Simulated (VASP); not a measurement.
Data:

```
CELL_PARAMETERS angstrom
      0.00000     3.87624     3.87624
      3.87624     0.00000     3.87624
      3.87624     3.87624     0.00000
ATOMIC_POSITIONS crystal
  Na 0.25000 0.25000 0.25000
  Na 0.75000 0.75000 0.75000
  Na 0.50000 0.50000 0.50000
  Cd 0.00000 0.00000 0.00000
```

Computed with LDA (Ceperley-Alder, Perdew-Zunger), VASP's LDA PAW potentials (set 64) (plane waves; VASP 6.6.1). Settings: 300 eV cut-off, 10×10×10 Γ-centred mesh, Fermi-Dirac smearing of 0.10 eV, potentials Na_pv Cd.

At this cut-off the stress carries a Pulay error, which pulls relaxed volumes low.

Give the stress tensor in GPa (positive for a compressed cell).

```
-1.34   0.00   0.00
 0.00  -1.34   0.00
 0.00   0.00  -1.34
```
The pressure is its mean diagonal, -1.34 GPa.

The structure comes from a computed database's Na3Cd entry (Fm-3m); how it stands against other phases isn't given here. The cell was not relaxed at this level. The electron count is odd and the run is not spin-polarised, which forces a metal.
